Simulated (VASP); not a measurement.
Data:

```
CsBr
1.0
    4.27436     0.00000     0.00000
    0.00000     4.27436     0.00000
    0.00000     0.00000     4.27436
Cs Br
1 1
Cartesian
  0.00000   0.00000   0.00000
  2.13718   2.13718   2.13718
```

Calculation: rev-vdW-DF2, VASP's PBE PAW potentials (set 64) (plane waves; VASP). Numerical set-up: 520 eV cut-off, 6×6×6 Γ-centred mesh, Gaussian smearing of 0.050 eV, potentials Cs_sv Br.

Unless said otherwise, spin-orbit coupling is left out, though it shifts the bands of the heavy elements here.

Problem. Predict the energy per atom (σ→0), band gap (on the k-mesh) with the smallest direct gap where there is one.

Solution. 
```json
{
  "band gap (on the k-mesh)": "4.42 eV",
  "smallest direct gap (on the k-mesh)": "4.42 eV",
  "energy per atom (σ→0)": "-1.055 eV/atom"
}
```

Total energies compare only between runs with the same potentials, cut-off and functional.

The compound is CsBr in the CsCl type structure. It was relaxed first.
